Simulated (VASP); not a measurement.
Input of a VASP 6.6.1 run:

Contents of POSCAR:

```
IrAu2
1.0
    0.0000000000      3.7948220100      3.7948220100
    3.7948220100      0.0000000000      3.7948220100
    3.7948220100      3.7948220100      0.0000000000
Au Ir
4 2
Direct
    0.0000000000      0.0000000000      0.0000000000
    0.5000000000      0.0000000000      0.0000000000
    0.0000000000      0.0000000000      0.5000000000
    0.0000000000      0.5000000000      0.0000000000
    0.3750000000      0.3750000000      0.3750000000
    0.6250000000      0.6250000000      0.6250000000
```

File INCAR.step1:

```
SYSTEM = IrAu2
PREC = Accurate
ENCUT = 520
ISMEAR = -1
SIGMA = 0.1
LREAL = .False.
LASPH = .True.
NELM = 100
NBANDS = 40
GGA = PE
ALGO = Normal
EDIFF = 1E-4
LWAVE = .True.
LCHARG = .False.
```

The input INCAR.step2:

```
SYSTEM = IrAu2
PREC = Accurate
ENCUT = 520
EDIFF = 1E-7
ISMEAR = -1
SIGMA = 0.1
LREAL = .False.
LASPH = .True.
NELM = 100
ALGO = Normal
ISIF = 2
LWAVE = .False.
LCHARG = .False.
METAGGA = R2SCAN
LMIXTAU = .True.
NBANDS = 40
ISTART = 1
```

File KPOINTS:

```
Automatic mesh
0
Gamma
  8 8 8
  0 0 0
```

Potentials or basis: VASP PAW PBE potentials, release 64 (Au, Ir).

Command:

```sh
$ cat potpaw_PBE.64/Au/POTCAR potpaw_PBE.64/Ir/POTCAR > POTCAR
$ cp INCAR.step1 INCAR
$ mpirun -np 1 vasp_std > vasp.out
$ cp INCAR.step2 INCAR
$ mpirun -np 1 vasp_std > vasp.out
```

(1) Predict the band gap on the k mesh.

(2) Estimate the pressure.

Answers

(1) none (metal or under the smearing width).

(2) -6.8 GPa.

Caveat: the PAW data sets were made with another functional, which shifts forces and pressure a little.
